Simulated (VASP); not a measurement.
# YHfF3 (Pm-3m) in VASP: notebook, part 2 of 2

VASP 6.6.1. Earlier steps stand in the parts before.

### 3 Relaxation of cell and atoms, PBE

This run uses another cell than the first one, of 17.44 Å³/atom, 1.008 times its volume.

Contents of INCAR:

```
PREC = Accurate ; ENCUT = 600
EDIFF = 1E-6 ; ISMEAR = 0
SIGMA = 0.1 ; LREAL = F
LASPH = T ; NELM = 80
ALGO = Fast ; ISIF = 3
LWAVE = F ; LCHARG = F
GGA = PE ; IBRION = 2
NSW = 100 ; EDIFFG = -0.01
```

Contents of KPOINTS:

```
regular mesh
0
Gamma
  8 8 8
```

Contents of POSCAR:

```
YHfF3
1.0
    4.4347293659      0.0000000000      0.0000000000
    0.0000000000      4.4347293659      0.0000000000
    0.0000000000      0.0000000000      4.4347293659
Y Hf F
1 1 3
Direct
    0.5000000000      0.5000000000      0.5000000000
    0.0000000000      0.0000000000      0.0000000000
    0.5000000000      0.0000000000      0.0000000000
    0.0000000000      0.5000000000      0.0000000000
    0.0000000000      0.0000000000      0.5000000000
```

Potentials or basis: VASP PAW PBE potentials, release 64 (Y_sv, Hf_pv, F).

The run is started by

```console
$ cat potpaw_PBE.64/Y_sv/POTCAR potpaw_PBE.64/Hf_pv/POTCAR potpaw_PBE.64/F/POTCAR > POTCAR
$ mpirun -np 1 vasp_std > vasp.out
```

OUTCAR:

```text
PREC = Accurate
   ENCUT = 600
   EDIFF = 1E-6
   ISMEAR = 0
   LREAL = F
   LASPH = T
   NELM = 80
   ISIF = 3
   GGA = PE
   IBRION = 2
   NSW = 100
   EDIFFG = -0.01

 ion  position               nearest neighbor table
   1  0.500  0.500  0.500-   2 3.84   2 3.84   2 3.84   2 3.84   2 3.84   2 3.84   2 3.84   2 3.84

   2  0.000  0.000  0.000-   3 2.22   4 2.22   5 2.22   5 2.22   4 2.22   3 2.22   1 3.84   1 3.84
                             1 3.84   1 3.84   1 3.84   1 3.84   1 3.84   1 3.84
   3  0.500  0.000  0.000-   2 2.22   2 2.22
   4  0.000  0.500  0.000-   2 2.22   2 2.22
   5  0.000  0.000  0.500-   2 2.22   2 2.22

  LATTYP: Found a simple cubic cell.
 ALAT       =     4.4347293659

  Lattice vectors:

 A1 = (   4.4347293659,   0.0000000000,   0.0000000000)
 A2 = (   0.0000000000,   4.4347293659,   0.0000000000)
 A3 = (   0.0000000000,   0.0000000000,   4.4347293659)

Analysis of symmetry for initial positions (statically):
=====================================================================
 Subroutine PRICEL returns:
 Original cell was already a primitive cell.

 Routine SETGRP: Setting up the symmetry group for a
[... 185 lines left out ...]
  -------------------------------------------------------------------------------------
  Total       -0.9723793     -0.9723793     -0.9723793     -0.0000000     -0.0000000      0.0000000
  in kB      -17.8626104    -17.8626104    -17.8626104     -0.0000000     -0.0000000      0.0000000
  external PRESSURE =     -17.8626104 kB  Pullay stress =       0.0000000 kB
[... 65 lines left out ...]
--------------------------------------- Ionic step        3  -------------------------------------------

 number of electron      41.9999959 magnetization

 Free energy of the ion-electron system (eV)
  ---------------------------------------------------
  ext. energy  EPLUGINS =         0.00000000
  ---------------------------------------------------
  free energy    TOTEN  =       -30.81837116 eV

  energy without entropy =      -30.77490670  energy(sigma->0) =      -30.79663893

 E-fermi :   5.1730     XC(G=0):  -9.9777

 val. band max:        5.1706044419   @ k =   0.5000   0.5000   0.2500
 cond. band min:       5.1895320829   @ k =   0.5000   0.1250   0.0000
 fundamental gap:      0.0189276410
 Fermi energy:         5.1729659556

 k-point     1 :       0.0000    0.0000    0.0000
  band No.  band energies     occupation
      1     -39.2370      2.00000
      2     -27.9458      2.00000
      3     -27.9458      2.00000
      4     -27.9458      2.00000
      5     -21.9495      2.00000
      6     -21.7368      2.00000
[... 661 lines left out ...]
     24       6.3920      0.00000
     25       6.7293      0.00000

 [... further k-points ...]

------------------------ aborting loop because EDIFF is reached ----------------------------------------

  FORCE on cell =-STRESS in cart. coord.  units (eV):
  Direction    XX          YY          ZZ          XY          YZ          ZX
  --------------------------------------------------------------------------------------
  -------------------------------------------------------------------------------------
  Total        0.0065523      0.0065523      0.0065523     -0.0000000      0.0000000     -0.0000000
  in kB        0.1235491      0.1235491      0.1235491     -0.0000000      0.0000000     -0.0000000
  external PRESSURE =       0.1235491 kB  Pullay stress =       0.0000000 kB
[... 20 lines left out ...]
  FREE ENERGIE OF THE ION-ELECTRON SYSTEM (eV)
  ---------------------------------------------------
  free  energy   TOTEN  =       -30.8183711563 eV

  energy  without entropy=      -30.7749067010  energy(sigma->0) =      -30.79663893

 reached required accuracy - stopping structural energy minimisation
```

OSZICAR:

```text
N       E                     dE             d eps       ncg     rms          rms(c)
DAV:   1     0.304701784259E+03    0.30470E+03   -0.25531E+04  1750   0.182E+03
DAV:   2    -0.140594937421E+02   -0.31876E+03   -0.31611E+03  2159   0.414E+02
DAV:   3    -0.330687512730E+02   -0.19009E+02   -0.18762E+02  2457   0.917E+01
[... 67 lines left out ...]
RMM:   5    -0.308183624085E+02   -0.15535E-05   -0.12420E-04  2187   0.484E-02    0.198E-02
RMM:   6    -0.308183660399E+02   -0.36315E-05   -0.29517E-05  1984   0.201E-02    0.160E-02
RMM:   7    -0.308183687789E+02   -0.27390E-05   -0.15121E-05  1477   0.108E-02    0.102E-02
RMM:   8    -0.308183703150E+02   -0.15361E-05   -0.14952E-05  1474   0.134E-02    0.272E-03
RMM:   9    -0.308183711563E+02   -0.84129E-06   -0.82318E-06  1081   0.626E-03
   3 F= -.30818371E+02 E0= -.30796639E+02  d E =-.126479E-01
```

CONTCAR:

```text
YHfF3
   1.00000000000000
     4.3963019181782981   -0.0000000000000000    0.0000000000000000
    -0.0000000000000000    4.3963019181782981   -0.0000000000000000
    -0.0000000000000000   -0.0000000000000000    4.3963019181782981
  Y               Hf              F
     1     1     3
Direct
     0.5000000000000000    0.5000000000000000    0.5000000000000000
     0.0000000000000000    0.0000000000000000    0.0000000000000000
     0.5000000000000000    0.0000000000000000    0.0000000000000000
     0.0000000000000000    0.5000000000000000    0.0000000000000000
     0.0000000000000000    0.0000000000000000    0.5000000000000000

  0.00000000E+00  0.00000000E+00  0.00000000E+00
  0.00000000E+00  0.00000000E+00  0.00000000E+00
  0.00000000E+00  0.00000000E+00  0.00000000E+00
  0.00000000E+00  0.00000000E+00  0.00000000E+00
  0.00000000E+00  0.00000000E+00  0.00000000E+00
```

Wall time 5.7 min (1 thread of AMD EPYC 7R13 (Zen 3), shared host); peak memory 0.27 GiB.

What came out:

```
Free energy                            : -30.8184 eV
Relaxed volume                         : 16.99 Å³/atom
Relaxed cell                           : a = 4.396 Å, b = 4.396 Å, c = 4.396 Å, α = 90.00°, β = 90.00°, γ = 90.00°
Space group after relaxing (to 0.05 Å) : Pm-3m (No. 221)
Energy gained by relaxing              : 2.5 meV/atom
Ionic steps                            : 3
Pressure after relaxing                : 0.0 GPa
```

The path:
| step | energy change (eV) | largest force (eV/Å) | pressure (GPa) | volume (Å³) |
| --- | --- | --- | --- | --- |
| 1 | 0.0000 | 0.0000 | -1.79 | 87.22 |
| 2 | -0.0125 | 0.0000 | 0.15 | 84.79 |
| 3 | -0.0126 | 0.0000 | 0.01 | 84.97 |

Final structure:
```xyz
5
Lattice="4.3963 0.0000 0.0000 0.0000 4.3963 0.0000 0.0000 0.0000 4.3963" Properties=species:S:1:pos:R:3 pbc="T T T"
Y     2.1982    2.1982    2.1982
Hf    0.0000    0.0000    0.0000
F     2.1982    0.0000    0.0000
F     0.0000    2.1982    0.0000
F     0.0000    0.0000    2.1982
```

Caveat: the bands computed are all filled at some k points, so no gap is given. Spin-orbit coupling is left out, which matters for the levels of Hf.
